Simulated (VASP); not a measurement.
# Ga2O3: structure and properties in VASP, part 4 of 7

Aim: relax Ga2O3, then compute properties on the relaxed cell. The start is a computed cell from the Materials Project.

VASP 6.6.1; rev-vdW-DF2; plane waves and PAW (Ga_d, O).

So far, gap on the k-mesh (eV): step 2 (full relaxation (rev-vdW-DF2)) 2.57; step 3 (second relaxation) 2.57.

## (5) Band structure (rev-vdW-DF2)

The mesh alone shows little of the dispersion and can miss band extrema, so KPOINTS_OPT adds a path through the symmetry points after the self-consistent cycle.

INCAR reads:

```
SYSTEM = Ga2O3
PREC = Accurate
ENCUT = 520
EDIFF = 1E-06
NELM = 100
ISMEAR = 0
SIGMA = 0.05
LREAL = .FALSE.
ALGO = Normal
GGA = MK
AGGAC = 0
LUSE_VDW = .TRUE.
PARAM1 = 0.1234
PARAM2 = 0.711357
ZAB_VDW = -1.8867
LASPH = .TRUE.
NBANDS = 68
LORBIT = 11
LWAVE = .FALSE.
LCHARG = .FALSE.
KPAR = 8
```

POSCAR reads:

```
Ga2O3
1.0
    2.5172560665      1.4533384675      4.5086859628
   -2.5172560665      1.4533384675      4.5086859628
    0.0000000000     -2.9066769352      4.5086859628
Ga O
4 6
Direct
    0.8559659972      0.8559659972      0.8559659972
    0.6440340028      0.6440340028      0.6440340028
    0.1440340028      0.1440340028      0.1440340028
    0.3559659972      0.3559659972      0.3559659972
    0.7500000000      0.4472636660      0.0527363340
    0.4472636660      0.0527363340      0.7500000000
    0.0527363340      0.7500000000      0.4472636660
    0.2500000000      0.5527363340      0.9472636660
    0.9472636660      0.2500000000      0.5527363340
    0.5527363340      0.9472636660      0.2500000000
```

KPOINTS reads:

```
Automatic mesh
0
Gamma
7 7 7
0 0 0
```

KPOINTS_OPT reads:

```
Line mode
12
Line-mode
Reciprocal
  0.00000000   0.00000000   0.00000000 GAMMA
  0.50000000   0.00000000   0.00000000 L

  0.50000000   0.00000000   0.00000000 L
  0.50000000   0.23593621  -0.23593621 B1

  0.76406379   0.50000000   0.23593621 B
  0.50000000   0.50000000   0.50000000 Z

  0.50000000   0.50000000   0.50000000 Z
  0.00000000   0.00000000   0.00000000 GAMMA

  0.00000000   0.00000000   0.00000000 GAMMA
  0.36796810   0.00000000  -0.36796810 X

  0.63203190   0.36796810   0.00000000 Q
  0.50000000   0.50000000   0.00000000 F

  0.50000000   0.50000000   0.00000000 F
  0.63203190   0.63203190   0.23593621 P1

  0.63203190   0.63203190   0.23593621 P1
  0.50000000   0.50000000   0.50000000 Z

  0.50000000   0.00000000   0.00000000 L
  0.76406379   0.36796810   0.36796810 P
```

The projector-augmented-wave data sets are Ga_d and O (PBE family, release 64).

Started as:

```sh
$ mpirun -np 8 vasp_std
```

Output:

```text
[... set-up lines as in an earlier step ...]
 entering main loop
       N       E                     dE             d eps       ncg     rms          rms(c)
DAV:   1     0.116178956027E+04    0.11618E+04   -0.36113E+04  7628   0.242E+03
DAV:   2     0.193372208474E+03   -0.96842E+03   -0.85245E+03  6000   0.664E+02
DAV:   3    -0.320063938036E+02   -0.22538E+03   -0.21552E+03  6932   0.219E+02
DAV:   4    -0.481852971959E+02   -0.16179E+02   -0.15979E+02  6820   0.626E+01
DAV:   5    -0.486707789549E+02   -0.48548E+00   -0.48478E+00  7556   0.117E+01    0.171E+01
DAV:   6    -0.400702274500E+02    0.86006E+01   -0.15772E+01 10312   0.472E+01    0.450E+00
DAV:   7    -0.401808586622E+02   -0.11063E+00   -0.26163E+00  6324   0.849E+00    0.323E+00
DAV:   8    -0.401456971052E+02    0.35162E-01   -0.39428E-01  7612   0.364E+00    0.157E+00
DAV:   9    -0.401079511550E+02    0.37746E-01   -0.95699E-02  8052   0.295E+00    0.142E-01
DAV:  10    -0.401092507253E+02   -0.12996E-02   -0.10038E-02  7260   0.677E-01    0.538E-02
DAV:  11    -0.401092949600E+02   -0.44235E-04   -0.91289E-04  7200   0.340E-01    0.438E-02
DAV:  12    -0.401092885687E+02    0.63913E-05   -0.14126E-04  7248   0.700E-02    0.227E-02
DAV:  13    -0.401092860851E+02    0.24835E-05   -0.28590E-05  7640   0.362E-02    0.352E-03
DAV:  14    -0.401092858391E+02    0.24604E-06   -0.23894E-06  5116   0.163E-02
   1 F= -.40109286E+02 E0= -.40109286E+02  d E =-.299562E-14
 Start KPOINTS_OPT (optional k-point list driver)
k-point batch [1-44\108]
       N       E                     dE             ncg
DAV:   1     0.327793061268E+05   -0.44909E+05     7656
DAV:   2    -0.895218593974E+04   -0.41731E+05     5984
DAV:   3    -0.182997395961E+05   -0.93476E+04     7092
DAV:   4    -0.189664519079E+05   -0.66671E+03     6804
DAV:   5    -0.189857537314E+05   -0.19302E+02     7588
DAV:   6    -0.189862938472E+05   -0.54012E+00     7052
DAV:   7    -0.189863226222E+05   -0.28775E-01     8660
DAV:   8    -0.189863227600E+05   -0.13787E-03     6992
DAV:   9    -0.189863227619E+05   -0.18773E-05     4912
DAV:  10    -0.189863227624E+05   -0.44936E-06     3824
[...]
k-point batch [89-108\108]
       N       E                     dE             ncg
DAV:   1     0.748393882718E+05   -0.28274E+05     3448
DAV:   2     0.555651525909E+05   -0.19274E+05     2728
DAV:   3     0.512652192543E+05   -0.42999E+04     3244
DAV:   4     0.509550113504E+05   -0.31021E+03     3048
DAV:   5     0.509460231557E+05   -0.89882E+01     3520
DAV:   6     0.509458095349E+05   -0.21362E+00     3092
DAV:   7     0.509457944878E+05   -0.15047E-01     4028
DAV:   8     0.509457944257E+05   -0.62136E-04     3052
DAV:   9     0.509457944246E+05   -0.10563E-05     2216
DAV:  10     0.509457944244E+05   -0.21727E-06     1660
```

Elapsed: 6 min, on 8 MPI ranks of AMD EPYC 7R43, shared host; peak memory 5.4 GiB; 47 min of CPU time.

Parts of OUTCAR (step 5):

```text
   k-points           NKPTS =     44   k-points in BZ     NKDIM =     44   number of bands    NBANDS=     68

   NELECT =      88.0000    total number of electrons

 E-fermi :   4.3616

 k-point     1 :       0.0000    0.0000    0.0000
  band No.  band energies     occupation
    ...
     40       3.7896      2.00000
     41       3.7896      2.00000
     42       3.7969      2.00000
     43       3.8681      2.00000
     44       3.8681      2.00000
     45       6.6743      0.00000
     46      10.5075      0.00000
     47      10.7221      0.00000
     48      12.6639      0.00000
     49      14.1406      0.00000
    ...

Total vdW correction in eV:     15.7800773

  Total        0.0546426      0.0546426     -0.0020387      0.0000000      0.0000000      0.0000000
  in kB        0.8845984      0.8845984     -0.0330037      0.0000000      0.0000000      0.0000000
  external PRESSURE =       0.5787311 kB  Pullay stress =       0.0000000 kB

 POSITION                                       TOTAL-FORCE (eV/Angst)
 -----------------------------------------------------------------------------------
      0.00000     -0.00000     11.57785         0.000000     -0.000000      0.001782
      0.00000     -0.00000      8.71124         0.000000      0.000000     -0.001782
      0.00000     -0.00000      1.94821         0.000000      0.000000     -0.001782
      0.00000     -0.00000      4.81482         0.000000     -0.000000      0.001782
      0.76206      1.58674      5.63586         0.000997     -0.001727     -0.000000
      0.99313     -1.45334      5.63586        -0.001994     -0.000000     -0.000000
     -1.75519     -0.13340      5.63586         0.000997      0.001727     -0.000000
     -0.76206     -1.58674      7.89020        -0.000997      0.001727     -0.000000
      1.75519      0.13340      7.89020        -0.000997     -0.001727     -0.000000
     -0.99313      1.45334      7.89020         0.001994     -0.000000     -0.000000
 -----------------------------------------------------------------------------------
    total drift:                               -0.000000     -0.000000      0.000000

  FREE ENERGIE OF THE ION-ELECTRON SYSTEM (eV)
  ---------------------------------------------------
  free  energy   TOTEN  =       -40.1092858391 eV

  energy  without entropy=      -40.1092858391  energy(sigma->0) =      -40.10928584

Total vdW correction in eV:     15.7801067

[... 9 parts as in an earlier step ...]

[... 7 further parts left out ...]
```

Spin-orbit coupling is off here; it would split degenerate levels.

This step gave:

| Item | Value |
| --- | --- |
| bands | 68 |
| Fermi energy | 4.362 eV |
| pressure | 0.05787 GPa |
| least gap on mesh and path | 2.561 eV |
| least direct gap on mesh and path | 2.806 eV |
| valence top at k | 0.1673, 0, -0.1673 |

The electronic bands at the labelled points (eV, zero at the valence-band top; v1 is the highest filled band, c1 the lowest empty one):

| point | v4 | v3 | v2 | v1 | c1 | c2 | c3 | c4 |
| --- | --- | --- | --- | --- | --- | --- | --- | --- |
| Γ | -0.32 | -0.32 | -0.25 | -0.25 | 2.56 | 6.39 | 6.61 | 8.55 |
| 0.55 of the way | -0.62 | -0.56 | -0.19 | -0.04 | 4.35 | 6.22 | 7.02 | 7.75 |
| L | -0.95 | -0.95 | -0.15 | -0.15 | 6.15 | 6.15 | 6.46 | 6.46 |
| 0.45 of the way | -0.59 | -0.59 | -0.22 | -0.22 | 6.15 | 6.15 | 6.61 | 6.61 |
| B1 | -0.56 | -0.56 | -0.33 | -0.33 | 6.43 | 6.43 | 6.96 | 6.96 |
| jump to B | -0.56 | -0.56 | -0.33 | -0.33 | 6.43 | 6.43 | 6.96 | 6.96 |
| 0.55 of the way | -0.75 | -0.75 | -0.40 | -0.40 | 6.05 | 6.05 | 7.53 | 7.53 |
| Z | -0.30 | -0.30 | -0.30 | -0.30 | 5.61 | 5.61 | 7.58 | 7.58 |
| 0.45 of the way | -0.36 | -0.36 | -0.22 | -0.22 | 4.08 | 6.43 | 6.60 | 8.62 |
| Γ | -0.32 | -0.32 | -0.25 | -0.25 | 2.56 | 6.39 | 6.61 | 8.55 |
| 0.45 of the way | -0.60 | -0.25 | -0.22 | 0.00 | 4.37 | 6.13 | 7.13 | 7.71 |
| X | -0.60 | -0.49 | -0.48 | -0.18 | 6.23 | 6.34 | 6.90 | 6.91 |
| jump to Q | -0.60 | -0.49 | -0.48 | -0.18 | 6.23 | 6.34 | 6.90 | 6.91 |
| 0.45 of the way | -0.75 | -0.63 | -0.32 | -0.16 | 6.24 | 6.45 | 7.15 | 7.20 |
| F | -0.85 | -0.69 | -0.25 | -0.15 | 6.27 | 6.46 | 7.30 | 7.39 |
| 0.55 of the way | -0.77 | -0.71 | -0.31 | -0.20 | 6.27 | 6.59 | 7.16 | 7.33 |
| P1 | -0.70 | -0.60 | -0.48 | -0.31 | 6.29 | 6.77 | 6.87 | 7.28 |
| 0.45 of the way | -0.80 | -0.74 | -0.41 | -0.41 | 6.05 | 6.10 | 7.49 | 7.57 |
| Z | -0.30 | -0.30 | -0.30 | -0.30 | 5.61 | 5.61 | 7.58 | 7.58 |
| jump to L | -0.95 | -0.95 | -0.15 | -0.15 | 6.15 | 6.15 | 6.46 | 6.46 |
| 0.45 of the way | -0.78 | -0.60 | -0.35 | -0.23 | 6.07 | 6.31 | 6.62 | 6.79 |
| P | -0.70 | -0.60 | -0.48 | -0.31 | 6.29 | 6.77 | 6.87 | 7.28 |

Of the projections kept (Ga, O), the largest for each band there; the rest of the weight can lie on other orbitals:

| point | v4 | v3 | v2 | v1 | c1 | c2 | c3 | c4 |
| --- | --- | --- | --- | --- | --- | --- | --- | --- |
| Γ | O 0.88 | O 0.91 | O 0.94 | O 0.94 | Ga 0.62 | Ga 0.67 | Ga 0.67 | O 0.53 |
| L | O 0.90 | O 0.90 | O 0.92 | O 0.92 | Ga 0.57 | Ga 0.57 | Ga 0.58 | Ga 0.58 |
| B1 | O 0.89 | O 0.89 | O 0.89 | O 0.89 | Ga 0.60 | Ga 0.60 | Ga 0.54 | Ga 0.54 |
| B | O 0.89 | O 0.89 | O 0.89 | O 0.89 | Ga 0.60 | Ga 0.60 | Ga 0.55 | Ga 0.55 |
| Z | O 0.90 | O 0.90 | O 0.90 | O 0.90 | Ga 0.52 | Ga 0.52 | Ga 0.70 | Ga 0.70 |
| Γ | O 0.88 | O 0.91 | O 0.94 | O 0.94 | Ga 0.62 | Ga 0.67 | Ga 0.67 | O 0.53 |

The path finds the gap of the mesh within 0.02 eV, so the mesh comes close to both band edges.

## (6) Total and projected DOS (rev-vdW-DF2)

Here the states are counted by energy and projected on the atoms. The mesh is finer than in the run before.

Edit INCAR of step 5 so:

```diff
@@ -5,3 +5,3 @@
 NELM = 100
-ISMEAR = 0
+ISMEAR = -5
 SIGMA = 0.05
@@ -21 +21,2 @@
 KPAR = 8
+NEDOS = 2001
```

POSCAR is that of step 5.

KPOINTS reads:

```
Automatic mesh
0
Gamma
10 10 10
0 0 0
```

Started as:

```sh
$ mpirun -np 8 vasp_std
```

Output:

```text
[... set-up lines as in an earlier step ...]
 entering main loop
       N       E                     dE             d eps       ncg     rms          rms(c)
DAV:   1     0.116228829680E+04    0.11623E+04   -0.36245E+04 20132   0.243E+03
DAV:   2     0.192773574654E+03   -0.96951E+03   -0.85501E+03 15856   0.665E+02
DAV:   3    -0.320934255766E+02   -0.22487E+03   -0.21515E+03 18516   0.219E+02
DAV:   4    -0.481876859710E+02   -0.16094E+02   -0.15904E+02 17688   0.625E+01
DAV:   5    -0.486721712788E+02   -0.48449E+00   -0.48377E+00 20392   0.117E+01    0.171E+01
DAV:   6    -0.400721003008E+02    0.86001E+01   -0.15857E+01 27208   0.472E+01    0.451E+00
DAV:   7    -0.401809075281E+02   -0.10881E+00   -0.26020E+00 16596   0.850E+00    0.323E+00
DAV:   8    -0.401453926516E+02    0.35515E-01   -0.39396E-01 19932   0.363E+00    0.157E+00
DAV:   9    -0.401079565488E+02    0.37436E-01   -0.94745E-02 21168   0.293E+00    0.142E-01
DAV:  10    -0.401092521508E+02   -0.12956E-02   -0.10004E-02 18972   0.676E-01    0.539E-02
DAV:  11    -0.401092976357E+02   -0.45485E-04   -0.92567E-04 19112   0.341E-01    0.441E-02
DAV:  12    -0.401092909981E+02    0.66376E-05   -0.14266E-04 18844   0.706E-02    0.229E-02
DAV:  13    -0.401092884079E+02    0.25902E-05   -0.29638E-05 20168   0.365E-02    0.361E-03
DAV:  14    -0.401092881433E+02    0.26466E-06   -0.24311E-06 13444   0.164E-02
   1 F= -.40109288E+02 E0= -.40109288E+02  d E =0.000000E+00
```

Wall time 6.2 min (8 MPI ranks); peak memory 7.4 GiB; 49 min of CPU time.

From OUTCAR (step 6):

```text
   k-points           NKPTS =    116   k-points in BZ     NKDIM =    116   number of bands    NBANDS=     68

   NELECT =      88.0000    total number of electrons

 E-fermi :   4.1113

 k-point     2 :       0.1000    0.0000    0.0000
  band No.  band energies     occupation
    ...
     40       3.5937      2.00000
     41       3.6513      2.00000
     42       3.7623      2.00000
     43       3.9228      2.00000
     44       3.9717      2.00000
     45       7.0314      0.00000
     46      10.4703      0.00000
     47      10.8608      0.00000
     48      12.5310      0.00000
     49      13.5584      0.00000
    ...

Total vdW correction in eV:     15.7800728

  Total        0.0562142      0.0562142     -0.0002252      0.0000000      0.0000000     -0.0000000
  in kB        0.9100423      0.9100423     -0.0036453      0.0000000      0.0000000     -0.0000000
  external PRESSURE =       0.6054798 kB  Pullay stress =       0.0000000 kB

 POSITION                                       TOTAL-FORCE (eV/Angst)
 -----------------------------------------------------------------------------------
      0.00000     -0.00000     11.57785        -0.000000     -0.000000      0.001794
      0.00000     -0.00000      8.71124        -0.000000      0.000000     -0.001794
      0.00000     -0.00000      1.94821        -0.000000      0.000000     -0.001794
      0.00000     -0.00000      4.81482        -0.000000     -0.000000      0.001794
      0.76206      1.58674      5.63586         0.001004     -0.001740     -0.000000
      0.99313     -1.45334      5.63586        -0.002009      0.000000     -0.000000
     -1.75519     -0.13340      5.63586         0.001004      0.001740     -0.000000
     -0.76206     -1.58674      7.89020        -0.001004      0.001740     -0.000000
      1.75519      0.13340      7.89020        -0.001004     -0.001740     -0.000000
     -0.99313      1.45334      7.89020         0.002009     -0.000000     -0.000000
 -----------------------------------------------------------------------------------
    total drift:                               -0.000000     -0.000000      0.000000

  FREE ENERGIE OF THE ION-ELECTRON SYSTEM (eV)
  ---------------------------------------------------
  free  energy   TOTEN  =       -40.1092881433 eV

  energy  without entropy=      -40.1092881433  energy(sigma->0) =      -40.10928814

Total vdW correction in eV:     15.7801052

[... 10 parts as in an earlier step ...]

[... 6 further parts left out ...]
```

Numbers from this step:

```yaml
irreducible_k_points: 116
fermi_energy: 4.111 eV
pressure: 0.06055 GPa
valence_top_at_k: -0.2, 0.2, 0
gap_on_the_k_mesh: 2.573 eV
```

The density of states has structure finer than the step of the table below, so its rows give means over 0.5 eV, whole bins alone (the curve runs from -12.0 to 10.1 eV). Peaks (eV: height): total -11.80: 9.46, -11.54: 9.29, -1.10: 9.71, -0.32: 16.2; O p -3.71: 4.07, -2.23: 4.08, -1.36: 5.26, -0.32: 11.8; Ga p -3.97: 0.764, -3.71: 0.924, 8.72: 1.27, 9.51: 1.07; Ga d -11.80: 8.23, -11.54: 7.85, -0.32: 1.05; Ga s -6.14: 1.53, 6.20: 2.48, 6.99: 2.37.

States under -12.0 eV and over 10.1 eV are left out. Density of states against energy, zero at the valence-band top; means over each step; values in states/eV/cell:

| energy (eV) | total | O p | Ga p | Ga d | Ga s | O s |
| --- | --- | --- | --- | --- | --- | --- |
| -11.5 | 5.28 | 0.0389 | 0.0274 | 4.49 | 0.0256 | 0.585 |
| -11.0 | 0 | 0 | 0 | 0 | 0 | 0 |
| -10.5 | 0 | 0 | 0 | 0 | 0 | 0 |
| -10.0 | 0 | 0 | 0 | 0 | 0 | 0 |
| -9.5 | 0 | 0 | 0 | 0 | 0 | 0 |
| -9.0 | 0 | 0 | 0 | 0 | 0 | 0 |
| -8.5 | 0 | 0 | 0 | 0 | 0 | 0 |
| -8.0 | 0 | 0 | 0 | 0 | 0 | 0 |
| -7.5 | 0 | 0 | 0 | 0 | 0 | 0 |
| -7.0 | 0.291 | 0.103 | 0.00268 | 0.0101 | 0.105 | 0.00238 |
| -6.5 | 2.44 | 0.900 | 0.0805 | 0.0786 | 0.740 | 0.0398 |
| -6.0 | 4.47 | 1.69 | 0.206 | 0.168 | 1.18 | 0.107 |
| -5.5 | 3.73 | 1.46 | 0.215 | 0.151 | 0.855 | 0.120 |
| -5.0 | 2.26 | 0.924 | 0.142 | 0.0974 | 0.444 | 0.100 |
| -4.5 | 3.16 | 1.46 | 0.414 | 0.112 | 0.219 | 0.0651 |
| -4.0 | 3.95 | 1.92 | 0.503 | 0.137 | 0.158 | 0.0741 |
| -3.5 | 5.35 | 2.66 | 0.593 | 0.197 | 0.210 | 0.120 |
| -3.0 | 4.78 | 2.56 | 0.532 | 0.170 | 0.189 | 0.0884 |
| -2.5 | 5.16 | 2.96 | 0.561 | 0.163 | 0.154 | 0.0641 |
| -2.0 | 5.26 | 3.16 | 0.478 | 0.221 | 0.102 | 0.0623 |
| -1.5 | 6.86 | 4.38 | 0.494 | 0.310 | 0.0714 | 0.0479 |
| -1.0 | 8.21 | 5.52 | 0.412 | 0.438 | 0.0607 | 0.0372 |
| -0.5 | 12.6 | 9.00 | 0.248 | 0.820 | 0.0398 | 0.0263 |
| 0.0 | 3.58 | 2.63 | 0.0336 | 0.213 | 0.00480 | 0.00318 |
| 0.5 | 0 | 0 | 0 | 0 | 0 | 0 |
| 1.0 | 0 | 0 | 0 | 0 | 0 | 0 |
| 1.5 | 0 | 0 | 0 | 0 | 0 | 0 |
| 2.0 | 0 | 0 | 0 | 0 | 0 | 0 |
| 2.5 | 0.00223 | 9.9e-5 | 0 | 0 | 0.00101 | 6.1e-4 |
| 3.0 | 0.0556 | 0.00596 | 7.3e-4 | 0 | 0.0238 | 0.0141 |
| 3.5 | 0.126 | 0.0210 | 0.00272 | 7.4e-5 | 0.0499 | 0.0286 |
| 4.0 | 0.213 | 0.0455 | 0.00594 | 0.00121 | 0.0795 | 0.0434 |
| 4.5 | 0.335 | 0.0838 | 0.0111 | 0.00233 | 0.120 | 0.0611 |
| 5.0 | 0.509 | 0.140 | 0.0193 | 0.00470 | 0.180 | 0.0827 |
| 5.5 | 0.811 | 0.235 | 0.0359 | 0.00902 | 0.293 | 0.114 |
| 6.0 | 2.78 | 0.728 | 0.175 | 0.0340 | 1.18 | 0.246 |
| 6.5 | 4.02 | 1.11 | 0.247 | 0.0486 | 1.77 | 0.254 |
| 7.0 | 4.46 | 1.35 | 0.215 | 0.0725 | 1.89 | 0.224 |
| 7.5 | 1.58 | 0.517 | 0.0576 | 0.0390 | 0.656 | 0.0624 |
| 8.0 | 0.818 | 0.297 | 0.0294 | 0.0175 | 0.319 | 0.0224 |
| 8.5 | 2.48 | 0.361 | 0.710 | 0.0491 | 0.191 | 0.185 |
| 9.0 | 3.11 | 0.421 | 0.990 | 0.0599 | 0.195 | 0.216 |
| 9.5 | 2.96 | 0.436 | 0.893 | 0.0831 | 0.189 | 0.154 |

The gap on this mesh is 2.57 eV. In the top eV of the valence band the largest shares in the PAW spheres are O p 71 % and Ga d 6 %; in the lowest eV of the conduction band, Ga s 42 %, O s 24 % and O p 13 %. The rest lies in smaller channels or between the spheres.

(Continued in part 5 of 7.)

[Lines on the potential files, build, host, timing and source positions are cut from VASP's logs without a mark.]

[Logs are printed without paths, hosts, clocks, repeated set-up lines and the standing remarks that a program may print on its own settings, such as how far it seeks lower states.]

[Hosts, paths, dates, database ids (printed as entryN), source tags and the programs' standing remarks are cut or masked in the printed files.]

[A measured line is paired with the nearest computed mode of its activity, which favours agreement.]
